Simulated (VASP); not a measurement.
# HfC with PBEsol: from relaxation to properties

What structure does HfC take at this level, and what are its properties? The steps: relaxing cell and atoms (PBEsol), second relaxation, single point with fields (PBEsol), bands along the symmetry lines (PBEsol), density of states (PBEsol), volume scan with PBEsol, fit for PBEsol and independent-particle dielectric function (PBEsol). The start is a cell from a database of measured crystal structures.

Calculated with VASP 6.6.1; PBEsol; plane waves and PAW (Hf_pv, C).

The database entry behind the starting cell differs from later determinations by our own check (about 0.2 % long), so it need not match the best structure at ambient conditions.

### Step 1. Starting point

Before any relaxation, the start is as follows. The structure is cubic, space group Fm-3m (No. 225). Conventional cell: a = 4.650 Å, b = 4.650 Å, c = 4.650 Å, α = 90.00°, β = 90.00°, γ = 90.00°. Hf has 6 C at 2.33 Å nearest. C has 6 Hf at 2.33 Å nearest. Farther neighbours are not listed.

Structure file:

```
Hf C
1.0
     0.00000    2.32500    2.32500
     2.32500    0.00000    2.32500
     2.32500    2.32500    0.00000
Hf C
1 1
Direct
  0.50000 0.50000 0.50000
  0.00000 0.00000 0.00000
```

### Step 2. Relaxing cell and atoms (PBEsol)

Properties are meant for the cell that this level of theory prefers, so cell and atoms are relaxed first (ISIF = 3) until forces and stress are small; EDIFFG sets the threshold. PBEsol restores the gradient expansion of exchange and is tuned for the cells of solids.

Contents of INCAR:

```
SYSTEM = HfC
PREC = Accurate
ENCUT = 520
EDIFF = 1E-06
NELM = 100
ISMEAR = 0
SIGMA = 0.05
LREAL = .FALSE.
ALGO = Normal
GGA = PS
NBANDS = 13
LASPH = .TRUE.
LORBIT = 11
LWAVE = .FALSE.
LCHARG = .FALSE.
KPAR = 2
IBRION = 2
NSW = 60
ISIF = 3
EDIFFG = -0.01
```

Contents of POSCAR:

```
HfC
1.0
    0.0000000000      2.3250000000      2.3250000000
    2.3250000000      0.0000000000      2.3250000000
    2.3250000000      2.3250000000      0.0000000000
Hf C
1 1
Direct
    0.5000000000      0.5000000000      0.5000000000
    0.0000000000      0.0000000000      0.0000000000
```

Contents of KPOINTS:

```
Automatic mesh
0
Gamma
8 8 8
0 0 0
```

PAW data sets: Hf_pv and C (PBE family, release 64).

The run is started by

```bash
> mpirun -np 2 vasp_std
```

Log:

```text
[banner, memory and clock lines left out]
running    2 mpi-ranks, on    1 nodes
 distrk:  each k-point on    1 cores,    2 groups
 distr:  one band on    1 cores,    1 groups

 POSCAR found type information on POSCAR HfC
 POSCAR found :  2 types and       2 ions
|                                                                             |
|               ----> ADVICE to this user running VASP <----                  |
|                                                                             |
|     You enforced a specific xc type in the INCAR file but a different       |
|     [... a line on the potential file left out ...]
|     I HOPE YOU KNOW WHAT YOU ARE DOING!                                     |
|                                                                             |

 LDA part: xc-table for (Slater+PW92), standard interpolation
 POSCAR, INCAR and KPOINTS ok, starting setup
 FFT: planning ... GRIDC
 FFT: planning ... GRID_SOFT
 FFT: planning ... GRID
 WAVECAR not read
 entering main loop
       N       E                     dE             d eps       ncg     rms          rms(c)
DAV:   1     0.199249663464E+02    0.19925E+02   -0.79265E+03   754   0.106E+03
DAV:   2    -0.234213496952E+02   -0.43346E+02   -0.40582E+02   975   0.201E+02
DAV:   3    -0.250758592669E+02   -0.16545E+01   -0.16467E+01   935   0.284E+01
DAV:   4    -0.250844048499E+02   -0.85456E-02   -0.85449E-02   849   0.246E+00
DAV:   5    -0.250844679551E+02   -0.63105E-04   -0.63104E-04   915   0.190E-01    0.580E+01
DAV:   6    -0.222516551799E+02    0.28328E+01   -0.12202E+01   854   0.185E+01    0.413E+01
DAV:   7    -0.221936907500E+02    0.57964E-01   -0.55680E-01   834   0.530E+00    0.238E+01
DAV:   8    -0.221822388246E+02    0.11452E-01   -0.69770E-02   894   0.205E+00    0.532E+00
DAV:   9    -0.221759255319E+02    0.63133E-02   -0.28567E-02   879   0.920E-01    0.188E+00
DAV:  10    -0.221754603868E+02    0.46515E-03   -0.19286E-03   917   0.320E-01    0.529E-02
DAV:  11    -0.221754566715E+02    0.37153E-05   -0.87440E-05   834   0.845E-02    0.142E-02
DAV:  12    -0.221754559477E+02    0.72384E-06   -0.35833E-06   924   0.154E-02
   1 F= -.22175456E+02 E0= -.22175131E+02  d E =-.221755E+02
 curvature:   0.00 expect dE= 0.000E+00 dE for cont linesearch  0.000E+00
 trial: gam= 0.00000 g(F)=  0.479E-60 g(S)=  0.861E-01 ort = 0.000E+00 (trialstep = 0.100E+01)
 search vector abs. value=  0.861E-01
 bond charge predicted
       N       E                     dE             d eps       ncg     rms          rms(c)
DAV:   1    -0.223977081951E+02   -0.22225E+00   -0.70227E+00   754   0.229E+01    0.853E+00
DAV:   2    -0.222112018072E+02    0.18651E+00   -0.22768E-01   809   0.445E+00    0.466E+00
DAV:   3    -0.221399675077E+02    0.71234E-01   -0.19382E-01   809   0.366E+00    0.289E+00
DAV:   4    -0.221405880826E+02   -0.62057E-03   -0.29980E-03   889   0.500E-01    0.359E+00
DAV:   5    -0.221396679648E+02    0.92012E-03   -0.14727E-03   982   0.259E-01    0.103E-01
DAV:   6    -0.221396640312E+02    0.39337E-05   -0.44545E-05   824   0.571E-02    0.880E-02
DAV:   7    -0.221396642342E+02   -0.20306E-06   -0.94745E-07   646   0.899E-03
   2 F= -.22139664E+02 E0= -.22139306E+02  d E =0.357917E-01
[...]
3 F= -.22191422E+02 E0= -.22190984E+02  d E =-.159663E-01
 curvature:  -0.17 expect dE=-0.133E-04 dE for cont linesearch -0.133E-04
 ZBRENT: interpolating
 opt :   0.3722  next Energy=   -22.191435 (dE=-0.160E-01)
 bond charge predicted
       N       E                     dE             d eps       ncg     rms          rms(c)
DAV:   1    -0.221914465224E+02   -0.24222E-04   -0.60187E-04   754   0.210E-01    0.768E-02
DAV:   2    -0.221914250574E+02    0.21465E-04   -0.23464E-05   819   0.448E-02    0.405E-02
DAV:   3    -0.221914173471E+02    0.77103E-05   -0.20609E-05   819   0.366E-02    0.281E-02
DAV:   4    -0.221914174031E+02   -0.56065E-07   -0.25726E-07   422   0.473E-03
   4 F= -.22191417E+02 E0= -.22190977E+02  d E =-.159615E-01
 curvature:  -0.16 expect dE=-0.438E-05 dE for cont linesearch -0.438E-05
 trial: gam= 0.00000 g(F)=  0.444E-60 g(S)=  0.266E-04 ort =-0.151E-02 (trialstep = 0.874E+00)
 search vector abs. value=  0.266E-04
 reached required accuracy - stopping structural energy minimisation
```

Run time: 13 s. Hardware: 2 MPI ranks of AMD EPYC 7R43, shared host; peak memory 0.23 GiB; 25 s of CPU time.

Lines that name or quote the potential files are left out of all logs, and their timing lines are given in words.

From OUTCAR (step 2):

```text
ion  position               nearest neighbor table
   1  0.500  0.500  0.500-   2 2.33   2 2.33   2 2.33   2 2.33   2 2.33   2 2.33
   2  0.000  0.000  0.000-   1 2.33   1 2.33   1 2.33   1 2.33   1 2.33   1 2.33

  LATTYP: Found a face centered cubic cell.
 ALAT       =     4.6500000000

 Subroutine GETGRP returns: Found 48 space group operations
 (whereof 48 operations were pure point group operations)

The static configuration has the point symmetry O_h .

 Found     29 irreducible k-points:

   k-points           NKPTS =     29   k-points in BZ     NKDIM =     29   number of bands    NBANDS=     13

   dimension x,y,z NGX =    24 NGY =   24 NGZ =   24
   dimension x,y,z NGXF=    48 NGYF=   48 NGZF=   48

   ENCUT  =  520.0 eV  38.22 Ry    6.18 a.u.   6.11  6.11  6.11*2*pi/ulx,y,z

   NELECT =      14.0000    total number of electrons

 k-points in reciprocal lattice and weights: Automatic mesh
   0.00000000  0.00000000  0.00000000       0.002
   0.12500000  0.00000000  0.00000000       0.016
   0.25000000  0.00000000  0.00000000       0.016
   0.37500000  0.00000000  0.00000000       0.016
   0.50000000  0.00000000  0.00000000       0.008
   0.12500000  0.12500000  0.00000000       0.012
   0.25000000  0.12500000  0.00000000       0.047
   0.37500000  0.12500000  0.00000000       0.047
   0.50000000  0.12500000  0.00000000       0.047
[...]
-0.37500000  0.50000000  0.12500000       0.023
  -0.25000000  0.50000000  0.25000000       0.012

 average (electrostatic) potential at core
       1 -34.8856       2 -47.6220

 E-fermi :   5.9857

 k-point     1 :       0.0000    0.0000    0.0000
  band No.  band energies     occupation
      1     -23.3237      2.00000
      2     -23.3237      2.00000
      3     -23.3237      2.00000
      4      -6.4023      2.00000
      5       7.0807      0.00000
      6       7.0807      0.00000
      7       7.0807      0.00000
      8       7.3860      0.00000
      9       7.3860      0.00000
    ...

 k-point     2 :       0.1250    0.0000    0.0000
  band No.  band energies     occupation
    ...
      3     -23.3350      2.00000
      4      -5.9942      2.00000
      5       5.2056      2.00000
      6       5.7050      2.00000
      7       5.7050      2.00000
      8       7.9710      0.00000
      9       7.9710      0.00000
     10       8.3703      0.00000
     11      11.1199      0.00000
     12      11.1199      0.00000
    ...

 k-point     3 :       0.2500    0.0000    0.0000
  band No.  band energies     occupation
    ...
      3     -23.3622      2.00000
      4      -4.8996      2.00000
      5       2.9471      2.00000
      6       4.2194      2.00000
      7       4.2194      2.00000
      8       9.0778      0.00000
      9       9.1124      0.00000
     10       9.1124      0.00000
     11      13.8095      0.00000
     12      13.8095      0.00000
    ...

  Total        0.0191812      0.0191812      0.0191812      0.0000000      0.0000000      0.0000000
  in kB        1.2592404      1.2592404      1.2592404      0.0000000      0.0000000      0.0000000
  external PRESSURE =       1.2592404 kB  Pullay stress =       0.0000000 kB

  energy-cutoff  :      520.00
  volume of cell :       24.40
      direct lattice vectors                 reciprocal lattice vectors
    -0.000000000  2.302233738  2.302233738    -0.217180381  0.217180381  0.217180381
     2.302233738 -0.000000000  2.302233738     0.217180381 -0.217180381  0.217180381
     2.302233738  2.302233738 -0.000000000     0.217180381  0.217180381 -0.217180381

 POSITION                                       TOTAL-FORCE (eV/Angst)
 -----------------------------------------------------------------------------------
      2.30223      2.30223      2.30223        -0.000000     -0.000000      0.000000
     -0.00000      2.30223      2.30223         0.000000      0.000000     -0.000000
 -----------------------------------------------------------------------------------
    total drift:                               -0.000000     -0.000000      0.000000

  FREE ENERGIE OF THE ION-ELECTRON SYSTEM (eV)
  ---------------------------------------------------
  free  energy   TOTEN  =       -22.1914174031 eV

  energy  without entropy=      -22.1905364888  energy(sigma->0) =      -22.19097695

 reached required accuracy - stopping structural energy minimisation

 total charge
# of ion       s       p       d       tot
------------------------------------------
    1        0.319   6.661   1.729   8.709
    2        0.871   1.517   0.000   2.388
--------------------------------------------------
tot          1.190   8.178   1.729  11.097

[... 3 further parts left out ...]
```

CONTCAR:

```
HfC
   1.00000000000000
    -0.0000000000000000    2.3022337384315641    2.3022337384315641
     2.3022337384315641   -0.0000000000000000    2.3022337384315641
     2.3022337384315641    2.3022337384315641   -0.0000000000000000
  Hf              C
     1     1
Direct
     0.5000000000000000    0.5000000000000000    0.5000000000000000
     1.0000000000000000    0.0000000000000000    0.0000000000000000
```

The k-mesh is coarse for a metal. Harder data sets than Hf_pv exist (the GW ones), and pressures, volumes and forces can shift noticeably with them. The PAW data sets were made with PBE, which is usual practice but a small mismatch for other functionals. The run keeps the 48 symmetry operations of its start, so it cannot find a distortion of lower symmetry.

The steps of the relaxation:

```tsv
step	energy less that of the first step (eV)	largest force (eV/Å)	pressure (GPa)	volume (Å³)
1	0.0000	0.0000	-6.95	25.14
2	0.0358	0.0000	14.39	23.20
3	-0.0160	0.0000	-0.21	24.42
4	-0.0160	0.0000	0.13	24.40
```

```tsv
conventional cell, symmetrised	before	after	change
a (Å)	4.650	4.604	-1.0 %
b (Å)	4.650	4.604	-1.0 %
c (Å)	4.650	4.604	-1.0 %
volume (Å³/atom)	12.57	12.20	-2.9 %
```

Final coordinates:

```xyz
2
Lattice="0.0000 2.3022 2.3022 2.3022 0.0000 2.3022 2.3022 2.3022 0.0000" Properties=species:S:1:pos:R:3 pbc="T T T"
Hf    2.3022    2.3022    2.3022
C     0.0000    0.0000    0.0000
```

This step gave:

```
electrons                       : 14
bands                           : 13
irreducible k-points            : 29
symmetry operations             : 48
free energy (TOTEN)             : -22.19 eV
energy at zero smearing         : -22.19 eV
Fermi energy                    : 5.986 eV
pressure                        : 0.1259 GPa
metallic                        : yes
SCF cycles over all ionic steps : 30
```

It ends with forces that vanish by symmetry and a pressure of 0.13 GPa. The volume lies -2.9 % from that of the database's start, which holds the thermal and zero-point expansion of its experiment.

### Step 3. Second relaxation

The basis stayed that of the start cell while the cell moved. A rerun from the cell reached resets it; the error of the finite cutoff stays.

INCAR is that of step 2.

Contents of POSCAR:

```
HfC
1.0
    0.0000000000      2.3022337384      2.3022337384
    2.3022337384      0.0000000000      2.3022337384
    2.3022337384      2.3022337384      0.0000000000
Hf C
1 1
Direct
    0.5000000000      0.5000000000      0.5000000000
    0.0000000000      0.0000000000      0.0000000000
```

KPOINTS is that of step 2.

The run is started by

```bash
> mpirun -np 2 vasp_std
```

Log:

```text
[banner, memory and clock lines left out]
running    2 mpi-ranks, on    1 nodes
 distrk:  each k-point on    1 cores,    2 groups
 distr:  one band on    1 cores,    1 groups

 POSCAR found type information on POSCAR HfC
 POSCAR found :  2 types and       2 ions
 [... a notice as in an earlier step ...]

 LDA part: xc-table for (Slater+PW92), standard interpolation
 POSCAR, INCAR and KPOINTS ok, starting setup
 FFT: planning ... GRIDC
 FFT: planning ... GRID_SOFT
 FFT: planning ... GRID
 WAVECAR not read
 entering main loop
       N       E                     dE             d eps       ncg     rms          rms(c)
DAV:   1     0.207151395937E+02    0.20715E+02   -0.79746E+03   754   0.107E+03
DAV:   2    -0.236065226428E+02   -0.44322E+02   -0.41822E+02   979   0.202E+02
DAV:   3    -0.250648170978E+02   -0.14583E+01   -0.14535E+01   909   0.275E+01
DAV:   4    -0.250718330806E+02   -0.70160E-02   -0.70152E-02   839   0.232E+00
DAV:   5    -0.250718842356E+02   -0.51155E-04   -0.51151E-04   917   0.175E-01    0.611E+01
DAV:   6    -0.222501145658E+02    0.28218E+01   -0.11933E+01   854   0.185E+01    0.431E+01
DAV:   7    -0.222068581261E+02    0.43256E-01   -0.57660E-01   844   0.525E+00    0.238E+01
DAV:   8    -0.221968248571E+02    0.10033E-01   -0.56028E-02   914   0.183E+00    0.481E+00
DAV:   9    -0.221916582525E+02    0.51666E-02   -0.24986E-02   884   0.844E-01    0.180E+00
DAV:  10    -0.221911797027E+02    0.47855E-03   -0.19148E-03   927   0.319E-01    0.527E-02
DAV:  11    -0.221911767650E+02    0.29377E-05   -0.83265E-05   839   0.837E-02    0.136E-02
DAV:  12    -0.221911760657E+02    0.69924E-06   -0.35373E-06   924   0.153E-02
   1 F= -.22191176E+02 E0= -.22190735E+02  d E =-.221912E+02
 curvature:   0.00 expect dE= 0.000E+00 dE for cont linesearch  0.000E+00
 trial: gam= 0.00000 g(F)=  0.365E-60 g(S)=  0.211E-04 ort = 0.000E+00 (trialstep = 0.100E+01)
 search vector abs. value=  0.211E-04
 reached required accuracy - stopping structural energy minimisation
```

Run time: 5.4 s. Hardware: 2 MPI ranks; peak memory 0.22 GiB.

From OUTCAR (step 3):

```text
  LATTYP: Found a face centered cubic cell.
 ALAT       =     4.6044674768

The static configuration has the point symmetry O_h .

 Found     29 irreducible k-points:

   ENCUT  =  520.0 eV  38.22 Ry    6.18 a.u.   6.05  6.05  6.05*2*pi/ulx,y,z

   NELECT =      14.0000    total number of electrons

 E-fermi :   5.9861

 k-point     1 :       0.0000    0.0000    0.0000
  band No.  band energies     occupation
      1     -23.3236      2.00000
      2     -23.3236      2.00000
      3     -23.3236      2.00000
      4      -6.4020      2.00000
      5       7.0812      0.00000
      6       7.0812      0.00000
      7       7.0812      0.00000
      8       7.3860      0.00000
      9       7.3860      0.00000
    ...

 k-point     2 :       0.1250    0.0000    0.0000
  band No.  band energies     occupation
    ...
      3     -23.3349      2.00000
      4      -5.9938      2.00000
      5       5.2059      2.00000
      6       5.7054      2.00000
      7       5.7054      2.00000
      8       7.9711      0.00000
      9       7.9711      0.00000
     10       8.3706      0.00000
     11      11.1202      0.00000
     12      11.1202      0.00000
    ...

  Total        0.0170687      0.0170687      0.0170687      0.0000000      0.0000000      0.0000000
  in kB        1.1205514      1.1205514      1.1205514      0.0000000      0.0000000      0.0000000
  external PRESSURE =       1.1205514 kB  Pullay stress =       0.0000000 kB

  energy-cutoff  :      520.00
  volume of cell :       24.40
      direct lattice vectors                 reciprocal lattice vectors
     0.000000000  2.302233738  2.302233738    -0.217180381  0.217180381  0.217180381
     2.302233738  0.000000000  2.302233738     0.217180381 -0.217180381  0.217180381
     2.302233738  2.302233738  0.000000000     0.217180381  0.217180381 -0.217180381

 POSITION                                       TOTAL-FORCE (eV/Angst)
 -----------------------------------------------------------------------------------
      2.30223      2.30223      2.30223         0.000000      0.000000      0.000000
      0.00000      0.00000      0.00000        -0.000000     -0.000000     -0.000000
 -----------------------------------------------------------------------------------
    total drift:                                0.000000     -0.000000      0.000000

  FREE ENERGIE OF THE ION-ELECTRON SYSTEM (eV)
  ---------------------------------------------------
  free  energy   TOTEN  =       -22.1911760657 eV

  energy  without entropy=      -22.1902948388  energy(sigma->0) =      -22.19073545

[... 6 parts as in an earlier step ...]

[... 6 further parts left out ...]
```

CONTCAR:

```
HfC
   1.00000000000000
     0.0000000000000000    2.3022337384000000    2.3022337384000000
     2.3022337384000000    0.0000000000000000    2.3022337384000000
     2.3022337384000000    2.3022337384000000    0.0000000000000000
  Hf              C
     1     1
Direct
     0.5000000000000000    0.5000000000000000    0.5000000000000000
     0.0000000000000000    0.0000000000000000    0.0000000000000000
```

Little changed from the start: no atom moved by 0.005 Å and no cell edge by 0.1 %.

Numbers from this step:

- pressure: 0.1121 GPa
- SCF cycles over all ionic steps: 12

It ends with forces that vanish by symmetry and a pressure of 0.11 GPa. The volume moved by under 0.01 %: the run met its threshold at the first step.

(Continued in part 2 of 4.)

[Lines on the potential files, build, host, timing and source positions are cut from VASP's logs without a mark.]

[Logs are printed without paths, hosts, clocks, repeated set-up lines and the standing remarks that a program may print on its own settings, such as how far it seeks lower states.]

[Hosts, paths, dates, database ids (printed as entryN), source tags and the programs' standing remarks are cut or masked in the printed files.]

[Measured values are set beside computed ones only where the two were judged alike; some that the calculation misses by far are left out.]

[In band tables of VASP the shares of atoms and orbitals are scaled to a sum of 1 inside the atoms' spheres.]
